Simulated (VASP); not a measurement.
```yaml
crystal:
  lattice:
    - [0.00000, 1.80367, 1.80367]
    - [1.80367, 0.00000, 1.80367]
    - [1.80367, 1.80367, 0.00000]
  atoms:
    - { symbol: B, position: [0.00000, 0.00000, 0.00000] }
    - { symbol: N, position: [0.25000, 0.25000, 0.25000] }
```

Method: PBE GGA with D3 dispersion (Becke-Johnson damping), VASP's PBE PAW potentials (set 64) (plane waves; VASP). Run with 520 eV cut-off, 14×14×14 Γ-centred mesh, tetrahedra with Blöchl corrections, potentials B N.

Estimate the energy per atom (σ→0), band gap (on the k-mesh) with the smallest direct gap where there is one.

```json
{
  "band gap (on the k-mesh)": "4.47 eV",
  "smallest direct gap (on the k-mesh)": "8.85 eV",
  "energy per atom (σ→0)": "-862.0 kJ/mol of atoms"
}
```

The absolute energy has meaning only against runs of the same code, potentials and settings.

The compound is BN in the zinc blende structure. It was relaxed first.
